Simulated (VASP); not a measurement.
```
CELL_PARAMETERS angstrom
      2.50994     0.00000     0.00000
     -1.25497     2.17367     0.00000
      0.00000     0.00000    14.84998
ATOMIC_POSITIONS crystal
  B  0.66667 0.33333 0.52862
  B  0.33333 0.66667 0.47138
```

Level of theory: PBE GGA, VASP's PBE PAW potentials (set 64) (plane waves; VASP). Settings: 400 eV cut-off, 8×8×1 Γ-centred mesh, Gaussian smearing of 0.27 eV, potentials B.

At this cut-off the stress carries a Pulay error, which pulls relaxed volumes low. The cell holds a wide vacuum, so values per volume refer to the whole cell.

Which forces act on the atoms, in eV/Å?

| atom | Fx | Fy | Fz |
|---|---|---|---|
| B1 | 0.000 | 0.000 | -1.347 |
| B2 | 0.000 | 0.000 | 1.347 |

Give the stress tensor in GPa (positive for a compressed cell).

```
 3.92   0.00   0.00
 0.00   3.92   0.00
 0.00   0.00  -2.28
```
The pressure is its mean diagonal, 1.86 GPa.

The cell is a sheet with vacuum, built from a generated structure.
